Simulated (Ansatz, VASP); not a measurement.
**Ru (Ruthenium) in two plane-wave programs**

One calculation is typed for both programs; each brings its own data sets. How far apart do they land? The cell is taken from a series of runs on this material, whose earlier steps may have relaxed, scaled, displaced or heated it; both programs get it as it stands.

Calculated with Ansatz 0.2.0; plane waves, with VASP 6.6.1 beside it; PBEsol.

**1. Starting point**

The structure is hexagonal, space group P6_3/mmc (No. 194). The conventional cell has a = 2.693 Å, b = 2.693 Å, c = 4.250 Å, α = 90.00°, β = 90.00°, γ = 120.00°. Ru has 12 Ru at 2.63 to 2.69 Å nearest.

**2. VASP: relaxation of cell and atoms, PBEsol**

The relaxed volume is the usual yardstick between codes: in a stiff, nearly cubic crystal its relative difference is about their pressure difference at one cell divided by the bulk modulus.

Lines of VASP's logs that name or quote its potential files are left out, and so is its time.

Contents of INCAR:

```
SYSTEM = Ru
PREC = Accurate
ENCUT = 500
EDIFF = 1E-07
NELM = 120
ISMEAR = 1
SIGMA = 0.2
LREAL = .FALSE.
ALGO = Normal
GGA = PS
NBANDS = 20
LASPH = .TRUE.
LORBIT = 11
LWAVE = .FALSE.
LCHARG = .FALSE.
ISIF = 3
IBRION = 2
NSW = 80
EDIFFG = -0.005
GGA_COMPAT = .FALSE.
NELMIN = 4
KPAR = 2
```

Contents of POSCAR:

```
Ru
1.0
    2.6926260000      0.0000000000      0.0000000000
   -1.3463130000      2.3318820000      0.0000000000
    0.0000000000      0.0000000000      4.2504960000
Ru
2
Direct
    0.3333333334      0.6666666668      0.2500000000
    0.6666666668      0.3333333334      0.7500000000
```

Contents of KPOINTS:

```
Automatic mesh
0
Gamma
21 21 12
0 0 0
```

Potentials, in the order of the species: Ru_pv (PBE family, release 64).

Run with:

```
> mpirun -np 2 vasp_std
```

Numbers of over 12 decimals in the logs are rounded to 6 here.

What it wrote:

```text
[banner, memory and clock lines left out]
running    2 mpi-ranks, on    1 nodes
 distrk:  each k-point on    1 cores,    2 groups
 distr:  one band on    1 cores,    1 groups

 POSCAR found type information on POSCAR Ru
 POSCAR found :  1 types and       2 ions
|                                                                             |
|               ----> ADVICE to this user running VASP <----                  |
|                                                                             |
|     You enforced a specific xc type in the INCAR file but a different       |
|     [... a line on the potential file left out ...]
|     I HOPE YOU KNOW WHAT YOU ARE DOING!                                     |
|                                                                             |

 LDA part: xc-table for (Slater+PW92), standard interpolation
 POSCAR, INCAR and KPOINTS ok, starting setup
 FFT: planning ... GRIDC
 FFT: planning ... GRID_SOFT
 FFT: planning ... GRID
 WAVECAR not read
 entering main loop
       N       E                     dE             d eps       ncg     rms          rms(c)
DAV:   1     0.279841076360E+03    0.27984E+03   -0.17379E+04 13464   0.152E+03
DAV:   2    -0.161399861074E+02   -0.29598E+03   -0.28784E+03 13796   0.455E+02
DAV:   3    -0.218895209450E+02   -0.57495E+01   -0.57038E+01 15352   0.709E+01
DAV:   4    -0.219345274417E+02   -0.45006E-01   -0.44963E-01 17396   0.590E+00
DAV:   5    -0.219351677027E+02   -0.64026E-03   -0.63890E-03 15048   0.605E-01    0.201E+01
DAV:   6    -0.204412535681E+02    0.14939E+01   -0.34314E+00 15692   0.186E+01    0.521E+00
DAV:   7    -0.203508266925E+02    0.90427E-01   -0.61367E-01 15508   0.575E+00    0.986E-01
DAV:   8    -0.203428523695E+02    0.79743E-02   -0.25382E-02 15084   0.119E+00    0.429E-01
DAV:   9    -0.203410707023E+02    0.17817E-02   -0.30900E-03 15388   0.627E-01    0.504E-02
DAV:  10    -0.203410498485E+02    0.20854E-04   -0.21077E-04 15088   0.148E-01    0.247E-02
DAV:  11    -0.203410521544E+02   -0.23059E-05   -0.46505E-06 15844   0.207E-02    0.172E-03
DAV:  12    -0.203410520689E+02    0.85429E-07   -0.27310E-07 14456   0.483E-03
   1 F= -.20341052E+02 E0= -.20340500E+02  d E =-.203411E+02
 curvature:   0.00 expect dE= 0.000E+00 dE for cont linesearch  0.000E+00
 trial: gam= 0.00000 g(F)=  0.439E-44 g(S)=  0.954E-03 ort = 0.000E+00 (trialstep = 0.100E+01)
 search vector abs. value=  0.954E-03
 bond charge predicted
       N       E                     dE             d eps       ncg     rms          rms(c)
DAV:   1    -0.203703813291E+02   -0.29329E-01   -0.66085E-01 13780   0.911E+00    0.160E+00
DAV:   2    -0.203404889228E+02    0.29892E-01   -0.86019E-02 13824   0.285E+00    0.242E-01
DAV:   3    -0.203397136182E+02    0.77530E-03   -0.50245E-03 14740   0.624E-01    0.161E-01
DAV:   4    -0.203399943846E+02   -0.28077E-03   -0.28201E-04 15548   0.145E-01    0.182E-02
DAV:   5    -0.203399991016E+02   -0.47170E-05   -0.21056E-05 15672   0.424E-02    0.807E-03
DAV:   6    -0.203399967018E+02    0.23998E-05   -0.12936E-06 14624   0.929E-03    0.114E-03
DAV:   7    -0.203399966806E+02    0.21164E-07   -0.93334E-08  9376   0.275E-03
   2 F= -.20339997E+02 E0= -.20339444E+02  d E =0.105539E-02
 trial-energy change:    0.001055  1 .order    0.001064   -0.000954    0.003083
 step:   0.2388(harm=  0.2364)  dis= 0.00000  next Energy=   -20.341166 (dE=-0.114E-03)
 bond charge predicted
       N       E                     dE             d eps       ncg     rms          rms(c)
DAV:   1    -0.203588460570E+02   -0.18849E-01   -0.38510E-01 13792   0.698E+00    0.116E+00
DAV:   2    -0.203414784677E+02    0.17368E-01   -0.50277E-02 13704   0.217E+00    0.190E-01
DAV:   3    -0.203410389514E+02    0.43952E-03   -0.28729E-03 14700   0.472E-01    0.109E-01
DAV:   4    -0.203411670781E+02   -0.12813E-03   -0.18160E-04 15592   0.119E-01    0.160E-02
DAV:   5    -0.203411669774E+02    0.10073E-06   -0.11156E-05 14932   0.330E-02    0.665E-03
DAV:   6    -0.203411674277E+02   -0.45035E-06   -0.44267E-07 15220   0.575E-03    0.881E-04
DAV:   7    -0.203411673761E+02    0.51661E-07   -0.17838E-08  8972   0.136E-03
   3 F= -.20341167E+02 E0= -.20340615E+02  d E =-.115307E-03
 curvature:  -0.12 expect dE=-0.402E-08 dE for cont linesearch -0.238E-08
 trial: gam=-0.00456 g(F)=  0.106E-43 g(S)=  0.340E-07 ort = 0.438E-05 (trialstep = 0.848E+00)
 search vector abs. value=  0.140E-07
 reached required accuracy - stopping structural energy minimisation
```

OUTCAR, selected parts (step 2):

```text
ion  position               nearest neighbor table
   1  0.333  0.667  0.250-   2 2.63   2 2.63   2 2.63   2 2.63   2 2.63   2 2.63
   2  0.667  0.333  0.750-   1 2.63   1 2.63   1 2.63   1 2.63   1 2.63   1 2.63

  LATTYP: Found a hexagonal cell.
 ALAT       =     2.6926260000
 C/A-ratio  =     1.5785690252

 Subroutine GETGRP returns: Found 24 space group operations
 (whereof 12 operations were pure point group operations)

The static configuration has the point symmetry D_3d.
 The point group associated with its full space group is D_6h.

 Found    336 irreducible k-points:

   k-points           NKPTS =    336   k-points in BZ     NKDIM =    336   number of bands    NBANDS=     20

   dimension x,y,z NGX =    20 NGY =   20 NGZ =   32
   dimension x,y,z NGXF=    40 NGYF=   40 NGZF=   64

   ENCUT  =  500.0 eV  36.75 Ry    6.06 a.u.   4.91  4.91  7.75*2*pi/ulx,y,z

   NELECT =      28.0000    total number of electrons

 k-points in reciprocal lattice and weights: Automatic mesh
   0.00000000  0.00000000  0.00000000       0.000
   0.04761905  0.00000000  0.00000000       0.001
   0.09523810  0.00000000  0.00000000       0.001
   0.14285714  0.00000000  0.00000000       0.001
   0.19047619  0.00000000  0.00000000       0.001
   0.23809524  0.00000000  0.00000000       0.001
   0.28571429  0.00000000  0.00000000       0.001
   0.33333333  0.00000000  0.00000000       0.001
   0.38095238  0.00000000  0.00000000       0.001
[...]
0.33333333  0.28571429  0.50000000       0.002
   0.33333333  0.33333333  0.50000000       0.000

 average (electrostatic) potential at core
       1 -66.8008       2 -66.8008

 E-fermi :  13.0672

 k-point     1 :       0.0000    0.0000    0.0000
  band No.  band energies     occupation
    ...
     11      10.5789      2.00000
     12      11.0827      2.00000
     13      11.0827      2.00000
     14      11.6037      2.00000
     15      11.6037      2.00000
     16      14.2823     -0.00000
     17      14.2823     -0.00000
     18      14.3421     -0.00000
     19      23.2710      0.00000
     20      23.3099      0.00000

 k-point     2 :       0.0476    0.0000    0.0000
  band No.  band energies     occupation
    ...
     11      10.7559      2.00000
     12      11.0430      2.00000
     13      11.1476      2.00000
     14      11.5205      2.00000
     15      11.5486      2.00000
     16      13.3238     -0.06994
     17      14.3176     -0.00000
     18      15.4145     -0.00000
     19      23.2704      0.00000
     20      23.3098      0.00000

 k-point     3 :       0.0952    0.0000    0.0000
  band No.  band energies     occupation
    ...
     12      11.0474      2.00000
     13      11.2243      2.00000
     14      11.3395      2.00000
     15      11.3975      2.00000
     16      12.5430      2.00133
     17      14.4111     -0.00000
     18      16.5869     -0.00000
     19      23.2654      0.00000
     20      23.3099      0.00000

  Total       -0.0001579     -0.0001579     -0.0011663      0.0000000     -0.0000000      0.0000000
  in kB       -0.0094984     -0.0094984     -0.0701528      0.0000000     -0.0000000      0.0000000
  external PRESSURE =      -0.0297166 kB  Pullay stress =       0.0000000 kB

  energy-cutoff  :      500.00
  volume of cell :       26.64
      direct lattice vectors                 reciprocal lattice vectors
     2.690942329  0.000000000  0.000000000     0.371617031  0.214553241 -0.000000000
    -1.345471164  2.330423899  0.000000000     0.000000000  0.429106482 -0.000000000
     0.000000000  0.000000000  4.247400356     0.000000000 -0.000000000  0.235438131

 POSITION                                       TOTAL-FORCE (eV/Angst)
 -----------------------------------------------------------------------------------
      0.00000      1.55362      1.06185        -0.000000     -0.000000      0.000000
      1.34547      0.77681      3.18555         0.000000      0.000000      0.000000
 -----------------------------------------------------------------------------------
    total drift:                               -0.000000     -0.000000      0.000000

  FREE ENERGIE OF THE ION-ELECTRON SYSTEM (eV)
  ---------------------------------------------------
  free  energy   TOTEN  =       -20.3411673761 eV

  energy  without entropy=      -20.3395103589  energy(sigma->0) =      -20.34061504

 reached required accuracy - stopping structural energy minimisation

 total charge
# of ion       s       p       d       tot
------------------------------------------
    1        0.411   6.329   5.964  12.705
    2        0.411   6.329   5.964  12.705
--------------------------------------------------
tot          0.823  12.658  11.928  25.410

[... 3 further parts left out ...]
```

The run keeps the 24 symmetry operations of its start, so it cannot find a distortion of lower symmetry.

**3. Ansatz: relaxation of cell and atoms, PBEsol**

Ansatz runs on norm-conserving files, of PseudoDojo where its log says so.

The same cell, functional, mesh and smearing now go to Ansatz, which takes its cutoff from its data sets.

Contents of input.yaml:

```yaml
crystal:
  lattice:
    - [2.6926257977, 0.0, 0.0]
    - [-1.3463128988, 2.3318823437, 0.0]
    - [0.0, 0.0, 4.2504959949]
  atoms:
    - { symbol: Ru, position: [0.3333333333, 0.6666666667, 0.25] }
    - { symbol: Ru, position: [0.6666666667, 0.3333333333, 0.75] }
kpoints:
  mp_grid: { grid: [21, 21, 12] }
hamiltonian:
  xc: pbesol
  pseudopotentials: { kind: nc, accuracy: standard }
scf:
  occupations: { method: methfessel_paxton, width: 0.2 }
output:
  forces: true
  stress: true
  eigenvalues: true
  write_density: true
  write_potential: true
  elf: true
  volumetric_format: npy
relax:
  adjacent_minimum: "off"
  f_tol: 0.001
  max_steps: 60
  cell: { stress_tol: 0.01 }
```

Run with:

```
> ansatz run input.yaml --threads 4 --pin off --max-ram 14336MiB --backend cpu --events-out ev --progress --plain --runs-dir out
```

What it wrote:

```text
Engine: ansatz 0.2.0, aarch64-unknown-linux-gnu
Pseudopotentials: kind: nc
Pseudopotential: Ru, nc, valence charge 16, recommended cutoff 1142.878222 eV (normal), Ru.nc.azcp (PseudoDojo's, or run here from an input of PseudoDojo's; its table is named by hamiltonian.pseudopotentials.accuracy)
Functional definition: PBEsol
  exchange = pbesol_x
  correlation = pbesol_c
Crystal: 2 atoms, lattice volume = 26.688 Å³
Basis set: ecut = 1142.878222 eV, 2333 PW (Γ), exchange–correlation on 60×60×96 points (8 copies of the dense FFT grid, shifted against one another)
Bands: 20, of which v1, the nominal top of the filled ones, is band 16 counted from 1 (15 counted from 0)
Symmetry: 24 space group operations
Space group: P63/mmc (ITA 194), of the structure as read, at distance tolerance 3.0e-5 Å
k-points: 336 of 5292
Non-local potential: Ru, projectors of the file, l = 0: 2, l = 1: 2, l = 2: 2
Initial density: superposition of atomic densities (chi_scale 0.1, normalization cell)
Initial wavefunctions: pseudopotential atomic-orbital guess
Functional: x = pbesol(κ = 0.804, μ = 0.123457), c = pbesol(β = 0.046)
SCF iter   1: F=—  HF=-5499.334173 eV  |F-HF|=—  |Δ(HF+E_count)|=         —  Δρ=1.28e-1  dr2=3.93e0  ethr=3.10e-3  ⟨swp⟩=5.9  Hψ=31587  notcnv=0
preconditioner: auto → none  [metal: Δε(μ)=0.001 eV  Ē_g=6.338 eV  σ=0.200 eV  W_gap=0.00  n_scr=8 (ndim 8)  ℏωp=28.8 eV  f_vac=0.000  D(μ)=1.53/eV (n_scr^D=22)  sad-step TF]
SCF iter   2: F=—  HF=-5498.236324 eV  |F-HF|=—  |Δ(HF+E_count)|=    1.10e0  S|Δr|=    0.00e0  Δρ=5.56e-2  dr2=6.99e-1  ethr=3.10e-3  ⟨swp⟩=2.8  Hψ=14612  notcnv=0  defer=32
SCF iter   3: F=—  HF=-5498.017746 eV  |F-HF|=—  |Δ(HF+E_count)|=   2.19e-1  S|Δr|=    0.00e0  Δρ=6.96e-3  dr2=5.24e-3  ethr=2.18e-3  ⟨swp⟩=2.0  Hψ=10579  notcnv=0  defer=32
SCF iter   4: F=—  HF=-5498.017562 eV  |F-HF|=—  |Δ(HF+E_count)|=   1.84e-4  S|Δr|=    0.00e0  Δρ=8.62e-4  dr2=3.17e-5  ethr=1.64e-5  ⟨swp⟩=2.4  Hψ=12975  notcnv=0  defer=32
SCF iter   5: F=—  HF=-5498.017574 eV  |F-HF|=—  |Δ(HF+E_count)|=   1.18e-5  S|Δr|=    0.00e0  Δρ=6.01e-5  dr2=3.07e-7  ethr=9.89e-8  ⟨swp⟩=2.2  Hψ=11876  notcnv=0  defer=32
SCF iter   6: F=-5498.017574 eV  HF=-5498.017574 eV  |F-HF|=8.68e-9  |Δ(HF+E_count)|=   1.49e-8  S|Δr|=    0.00e0  Δρ=9.65e-6  dr2=1.12e-8  ethr=3.13e-10  ⟨swp⟩=13.8  Hψ=61012  notcnv=0
SCF 1 converged in 6 iterations: F = -5498.017574 eV  dr2 = 1.12e-8
relax step   1: F+E_penalty+E_count = -5498.01757426 eV  Δ(F+E_penalty+E_count) = +0.000e0 eV  max|allowed force component| = 1.480e-16 eV/Å  Δτ_max = 0.0000 Å  P = -0.040 GPa  Ω = 26.688 Å³  (6 SCF iters, dr2 threshold 1.00e-7 eV, accepted)
[...]
relax step   2: F+E_penalty+E_count = -5498.01757712 eV  Δ(F+E_penalty+E_count) = -2.860e-6 eV  max|allowed force component| = 1.758e-16 eV/Å  Δτ_max = 0.0000 Å  P = +0.039 GPa  Ω = 26.683 Å³  energy of the carried Pulay correction = +2.592e-6 eV  (2 SCF iters, dr2 threshold 1.56e-8 eV, accepted)
[...]
relax step   3: F+E_penalty+E_count = -5498.01757629 eV  Δ(F+E_penalty+E_count) = +8.290e-7 eV  max|allowed force component| = 1.388e-16 eV/Å  Δτ_max = 0.0000 Å  P = -0.000 GPa  Ω = 26.686 Å³  energy of the carried Pulay correction = +1.290e-6 eV  (2 SCF iters, dr2 threshold 9.42e-9 eV, accepted)
[...]
relax step   4: F+E_penalty+E_count = -5498.01757505 eV  Δ(F+E_penalty+E_count) = +1.241e-6 eV  max|allowed force component| = 1.110e-16 eV/Å  Δτ_max = 0.0000 Å  P = -0.000 GPa  Ω = 26.686 Å³  stress off target by 5.20e-4 GPa  SCF on the basis re-selected at this cell (its energy is not comparable with the rows above)  (4 SCF iters)
basis re-selected at this cell: Δ(F+E_penalty+E_count) = +1.241e-6 eV, ΔP = -0.000 GPa vs the last step (what re-selecting the basis moved, of the pressure what is left beyond the Pulay correction that the steps carried, after the strain that the cell walked since its last selection, with what the two solves' SCF thresholds leave and, on support functions, any second-order correction that the steps lacked; it is no m [...]
SCF converged after 4 iterations
Stability not checked: this state was not tested for a lower state beside it, because cold or Methfessel-Paxton smearing, or corrected tetrahedra, fill the levels in a way that the test cannot read (fill_not_monotonic; see scf.lower_state_search)
Free energy (F): -5498.017575 eV
Harris-Foulkes:  -5498.017575 eV  (|F-HF|=0.00e0)
Internal energy: -5498.015924 eV  (E = F + TS)
E sigma→0 (E₀):  -5498.017162 eV
Entropy (-TS):   -0.001651 eV (-0.826 meV/atom)
Fermi energy:    24.078533 eV
--- Per-component energies (eV) ---
  E_band       = -90.076538
  E_kinetic    = 1772.320140
  E_local      = -3033.443038  (includes V_loc(G=0)·N_el)
  E_nonlocal   = 416.762182
  E_hartree    = 758.599209
  E_xc         = -924.202983
  E_vxc        = -762.914237  (∫ρ·V_xc dr)
  E_ewald      = -4488.051434
  E_smearing   = -0.001651  (= −TS)
  E_closure    = -0.000000  (closes the sum)
  Σ components = -5498.017575   (vs F -5498.017575, Δ=0.00e0)
--- Forces (eV/Å), atoms counted from 1 ---
  atom   1  Ru     0.00000000    -0.00000000     0.00000000
  atom   2  Ru    -0.00000000     0.00000000     0.00000000
  max |Σ_I F_I| component: 1.85e-17 eV/Å
--- Stress (GPa, compression-positive) ---
       -0.000520       0.000000       0.000000
        0.000000      -0.000520       0.000000
        0.000000       0.000000      -0.000111
  P = ⅓ Tr σ = -0.0004 GPa (-0.004 kbar)
--- Band table (eV; the first three rows and the last of 336) ---
  k-point 0: bands = [... 12 lower, 21.5925, 22.0956, 22.0956, 22.6168, 22.6168, 25.2931, 25.2931, 25.3399]
  k-point 1: bands = [... 12 lower, 21.5514, 22.0462, 22.0462, 22.7340, 22.7340, 25.0697, 25.2999, 25.2999]
  k-point 2: bands = [... 12 lower, 21.4374, 21.9123, 21.9123, 23.0288, 23.0288, 24.3739, 25.3036, 25.3036]
  k-point 335: bands = [... 12 lower, 21.2680, 21.2680, 22.8454, 22.8454, 25.3305, 25.3305, 32.6148, 32.6148]
--- Relaxed structure (3 steps of the walk, 3 accepted, 1 SCFs on fresh bases) ---
  F+E_penalty+E_count = -5498.01757505 eV   max|allowed force component| = 1.110e-16 eV/Å   (the final SCF, on the basis selected at the relaxed cell)
  cell:  # Å, volume = 26.6855 Å³
    - [2.692636, -2.886765465203872e-11, 0.0]
    - [-1.346318, 2.331892, 0.0]
    - [0.0, 0.0, 4.250008]
  atoms:
    - { symbol: Ru, position: [0.333333, 0.666667, 0.25] }
    - { symbol: Ru, position: [0.666667, 0.333333, 0.75] }
```

Reading the cycles: dr2 is the Hartree energy of the density residual (eV), the measure of convergence; HF is the Harris–Foulkes estimate of the energy, which meets the free energy F at convergence.

**4. Differences**

Known differences besides the potentials themselves: the data sets hold 32 valence electrons in Ansatz (on norm-conserving files, of PseudoDojo where its log says so) and 28 in VASP; the cutoff is 1142.88 eV in Ansatz and 500 eV in VASP; Ansatz adds a Pulay correction to the stress that steers its cell, VASP none. Total energies have different zeros and are not compared.

The two programs side by side:

| quantity | Ansatz | VASP | difference |
| --- | --- | --- | --- |
| volume (Å³) | 26.69 | 26.64 | +0.19 % |
| edge a after relaxation, in the typed setting (Å) | 2.693 | 2.691 | +0.06 % |
| edge c after relaxation, in the typed setting (Å) | 4.250 | 4.247 | +0.06 % |

**5. What came out**

- difference in volume (relaxation of cell and atoms, PBEsol): 0.19 %

In words: The difference in volume is 0.19 % (relaxation of cell and atoms, PBEsol), within the 1.2 % picked in this series as the mark of a large difference, as far as the stopping tolerances let one tell. The data sets hold unlike numbers of valence electrons (32 in Ansatz and 28 in VASP), so part of the differences may come from the potentials. How closely two codes agree says nothing of how well the functional describes the real material.

[Lines on the potential files, build, host, timing and source positions are cut from VASP's logs without a mark.]

[Logs are printed without paths, hosts, clocks, repeated set-up lines and the standing remarks that a program may print on its own settings, such as how far it seeks lower states.]

[Hosts, paths, dates, database ids (printed as entryN), source tags and the programs' standing remarks are cut or masked in the printed files.]
